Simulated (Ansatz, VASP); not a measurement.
**Cross-check of P (black phosphorus) between VASP and Ansatz**

One calculation is typed for both programs; each brings its own data sets. How far apart do they land? The cell is taken from a series of runs on this material, whose earlier steps may have relaxed, scaled, displaced or heated it; both programs get it as it stands.

Main program and level: Ansatz 0.2.0; plane waves, with VASP 6.6.1 beside it; single point at HSE06.

## Step 1: Starting point

Symmetry: Cmce, No. 64, orthorhombic system. The conventional cell has a = 3.311 Å, b = 11.288 Å, c = 4.564 Å, α = 90.00°, β = 90.00°, γ = 90.00°. P has 3 P at 2.23 to 2.26 Å nearest.

As a file:

```cif
data_structure
_symmetry_space_group_name_H-M 'P 1'
_symmetry_Int_Tables_number 1
_cell_length_a 5.8816
_cell_length_b 5.8816
_cell_length_c 4.5644
_cell_angle_alpha 90.000
_cell_angle_beta 90.000
_cell_angle_gamma 147.302
_cell_volume 85.30
loop_
_atom_site_label
_atom_site_type_symbol
_atom_site_fract_x
_atom_site_fract_y
_atom_site_fract_z
_atom_site_occupancy
P1 P 0.09396 0.90604 0.08653 1
P2 P 0.59396 0.40604 0.41347 1
P3 P 0.90604 0.09396 0.91347 1
P4 P 0.40604 0.59396 0.58653 1
```

## Step 2: VASP: single point, HSE06

A single point gives forces, pressure and levels at one fixed geometry, so differences don't come from the geometry; what else differs is listed under the comparison.

Lines of VASP's logs that name or quote its potential files are left out, and so is its time.

The run reads the wave functions of an earlier VASP run, which isn't shown here.

INCAR reads:

```
SYSTEM = P
PREC = Accurate
ENCUT = 400
EDIFF = 1E-06
NELM = 100
ISMEAR = -1
SIGMA = 0.01
LREAL = .FALSE.
ALGO = Normal
LHFCALC = .TRUE.
AEXX = 0.25
GGA = PE
HFSCREEN = 0.208
LASPH = .TRUE.
NBANDS = 16
PRECFOCK = Fast
LORBIT = 11
LWAVE = .FALSE.
LCHARG = .FALSE.
KPAR = 8
ISIF = 2
```

POSCAR reads:

```
P
1.0
    1.6555957644     -5.6437758443      0.0000000000
    1.6555957644      5.6437758443      0.0000000000
    0.0000000000      0.0000000000      4.5644138791
P
4
Direct
    0.0939580110      0.9060419890      0.0865313371
    0.5939580110      0.4060419890      0.4134686629
    0.9060419890      0.0939580110      0.9134686629
    0.4060419890      0.5939580110      0.5865313371
```

KPOINTS reads:

```
Automatic mesh
0
Gamma
6 6 4
0 0 0
```

PAW data sets: P (PBE family, release 64).

The run is started by

```bash
$ mpirun -np 8 vasp_std
```

Numbers of over 12 decimals in the logs are rounded to 6 here.

The program printed:

```text
[banner, memory and clock lines left out]
running    8 mpi-ranks, on    1 nodes
 distrk:  each k-point on    1 cores,    8 groups
 distr:  one band on    1 cores,    1 groups

 POSCAR found type information on POSCAR P
 POSCAR found :  1 types and       4 ions
|                                                                             |
|           W    W    AA    RRRRR   N    N  II  N    N   GGGG   !!!           |
|           W    W   A  A   R    R  NN   N  II  NN   N  G    G  !!!           |
|           W    W  A    A  R    R  N N  N  II  N N  N  G       !!!           |
|           W WW W  AAAAAA  RRRRR   N  N N  II  N  N N  G  GGG   !            |
|           WW  WW  A    A  R   R   N   NN  II  N   NN  G    G                |
|           W    W  A    A  R    R  N    N  II  N    N   GGGG   !!!           |
|                                                                             |
|     For optimal performance we recommend to set                             |
|       NCORE = 2 up to number-of-cores-per-socket                            |
|     NCORE specifies how many cores store one orbital (NPAR=cpu/NCORE).      |
|     This setting can greatly improve the performance of VASP for DFT.       |
|     The default, NCORE=1 might be grossly inefficient on modern             |
|     multi-core architectures or massively parallel machines. Do your        |
|     Unfortunately you need to use the default for GW and RPA                |
|     calculations (for HF NCORE is supported but not extensively tested      |
|     yet).                                                                   |
|                                                                             |

 LDA part: xc-table for (Slater+PW92), standard interpolation
 found WAVECAR, reading the header
 POSCAR, INCAR and KPOINTS ok, starting setup
 FFT: planning ... GRIDC
 FFT: planning ... GRID_SOFT
 FFT: planning ... GRID
 reading WAVECAR
 the WAVECAR file was read successfully
 initial charge from wavefunction
 entering main loop
       N       E                     dE             d eps       ncg     rms          rms(c)
DAV:   1    -0.257309760369E+02   -0.25731E+02   -0.62427E-01  1312   0.470E+00    0.246E+00
DAV:   2    -0.257382700608E+02   -0.72940E-02   -0.34851E-02  1664   0.107E+00    0.163E+00
DAV:   3    -0.257367288735E+02    0.15412E-02   -0.23990E-03  1624   0.283E-01    0.959E-01
DAV:   4    -0.257362124347E+02    0.51644E-03   -0.72528E-04  1536   0.149E-01    0.530E-01
DAV:   5    -0.257360733681E+02    0.13907E-03   -0.16837E-04  1576   0.711E-02    0.294E-01
DAV:   6    -0.257360306191E+02    0.42749E-04   -0.32220E-05  1552   0.329E-02    0.164E-01
DAV:   7    -0.257360170596E+02    0.13559E-04   -0.91992E-06  1592   0.182E-02    0.898E-02
DAV:   8    -0.257360130419E+02    0.40177E-05   -0.27693E-06  1200   0.102E-02    0.494E-02
DAV:   9    -0.257360119408E+02    0.11011E-05   -0.82775E-07   792   0.585E-03    0.275E-02
DAV:  10    -0.257360116729E+02    0.26795E-06   -0.31701E-07   760   0.371E-03
   1 F= -.25736012E+02 E0= -.25736012E+02  d E =-.570347E-11
```

OUTCAR, selected parts (step 2):

```text
ion  position               nearest neighbor table
   1  0.094  0.906  0.087-   2 2.23   2 2.23   3 2.26
   2  0.594  0.406  0.413-   1 2.23   1 2.23   4 2.26
   3  0.906  0.094  0.913-   4 2.23   4 2.23   1 2.26
   4  0.406  0.594  0.587-   3 2.23   3 2.23   2 2.26

  LATTYP: Found a base centered orthorhombic cell.
 ALAT       =     3.3111915288
 B/A-ratio  =     3.4089093278
 C/A-ratio  =     1.3784807793

 Subroutine GETGRP returns: Found  8 space group operations
 (whereof  4 operations were pure point group operations)

The static configuration has the point symmetry C_2h.
 The point group associated with its full space group is D_2h.

 Found     39 irreducible k-points:

   k-points           NKPTS =     39   k-points in BZ     NKDIM =    144   number of bands    NBANDS=     16

   dimension x,y,z NGX =    40 NGY =   40 NGZ =   30
   dimension x,y,z NGXF=    80 NGYF=   80 NGZF=   60

   ENCUT  =  400.0 eV  29.40 Ry    5.42 a.u.   9.59  9.59  7.44*2*pi/ulx,y,z

   NELECT =      20.0000    total number of electrons

 k-points in reciprocal lattice and weights: Automatic mesh
   0.00000000  0.00000000  0.00000000       0.007
   0.16666667  0.00000000  0.00000000       0.028
   0.33333333  0.00000000  0.00000000       0.028
   0.50000000  0.00000000  0.00000000       0.014
   0.16666667  0.16666667  0.00000000       0.014
   0.33333333  0.16666667  0.00000000       0.028
   0.50000000  0.16666667  0.00000000       0.028
  -0.33333333  0.16666667  0.00000000       0.028
  -0.16666667  0.16666667  0.00000000       0.014
[...]
-0.33333333  0.33333333  0.50000000       0.014
   0.50000000  0.50000000  0.50000000       0.007

  exchange ACFDT corr.  =         0.00000000  see jH, gK, PRB 81, 115126

 average (electrostatic) potential at core
       1 -80.7317       2 -80.7317       3 -80.7317       4 -80.7317

 E-fermi :   5.1565

 k-point     1 :       0.0000    0.0000    0.0000
  band No.  band energies     occupation
    ...
      6      -0.2747      2.00000
      7       0.8366      2.00000
      8       2.1193      2.00000
      9       2.4868      2.00000
     10       3.8692      2.00000
     11       6.3577      0.00000
     12       6.9053      0.00000
     13       7.9094      0.00000
     14       8.7791      0.00000
     15      11.5332      0.00000
    ...

 k-point     2 :       0.1667    0.0000    0.0000
  band No.  band energies     occupation
    ...
      6      -0.5733      2.00000
      7       0.0159      2.00000
      8       1.3853      2.00000
      9       2.2727      2.00000
     10       3.9311      2.00000
     11       6.6847      0.00000
     12       7.3279      0.00000
     13       9.3295      0.00000
     14       9.5729      0.00000
     15       9.8458      0.00000
    ...

 k-point     3 :       0.3333    0.0000    0.0000
  band No.  band energies     occupation
    ...
      6      -0.9948      2.00000
      7       0.7374      2.00000
      8       1.3402      2.00000
      9       2.2216      2.00000
     10       3.4047      2.00000
     11       6.0536      0.00000
     12       7.3667      0.00000
     13       7.4987      0.00000
     14       7.9421      0.00000
     15       8.9930      0.00000
    ...

  Total       -1.2500267     -1.4408169     -1.4928458      0.0000000      0.0000000      0.0000000
  in kB      -23.4796053    -27.0632718    -28.0405451      0.0000000      0.0000000      0.0000000
  external PRESSURE =     -26.1944741 kB  Pullay stress =       0.0000000 kB

  energy-cutoff  :      400.00
  volume of cell :       85.30
      direct lattice vectors                 reciprocal lattice vectors
     1.655595764 -5.643775844  0.000000000     0.302006088 -0.088593171  0.000000000
     1.655595764  5.643775844  0.000000000     0.302006088  0.088593171  0.000000000
     0.000000000  0.000000000  4.564413879     0.000000000  0.000000000  0.219086180

 POSITION                                       TOTAL-FORCE (eV/Angst)
 -----------------------------------------------------------------------------------
      1.65560      4.58322      0.39496         0.000000      0.325043      0.252260
      1.65560     -1.06056      1.88724         0.000000      0.325043     -0.252260
      1.65560     -4.58322      4.16945         0.000000     -0.325043     -0.252260
      1.65560      1.06056      2.67717         0.000000     -0.325043      0.252260
 -----------------------------------------------------------------------------------
    total drift:                                0.000000     -0.000000      0.000000

  FREE ENERGIE OF THE ION-ELECTRON SYSTEM (eV)
  ---------------------------------------------------
  free  energy   TOTEN  =       -25.7360116729 eV

  energy  without entropy=      -25.7360116729  energy(sigma->0) =      -25.73601167

 total charge
# of ion       s       p       d       tot
------------------------------------------
    1        1.078   1.380   0.000   2.458
    2        1.078   1.380   0.000   2.458
    3        1.078   1.380   0.000   2.458
    4        1.078   1.380   0.000   2.458
--------------------------------------------------
tot          4.313   5.519   0.000   9.832

[... 3 further parts left out ...]
```

The run ends at a pressure of -2.62 GPa, with forces up to 0.41 eV/Å.

(Continued in part 2 of 2.)

[Lines on the potential files, build, host, timing and source positions are cut from VASP's logs without a mark.]

[Logs are printed without paths, hosts, clocks, repeated set-up lines and the standing remarks that a program may print on its own settings, such as how far it seeks lower states.]

[Hosts, paths, dates, database ids (printed as entryN), source tags and the programs' standing remarks are cut or masked in the printed files.]
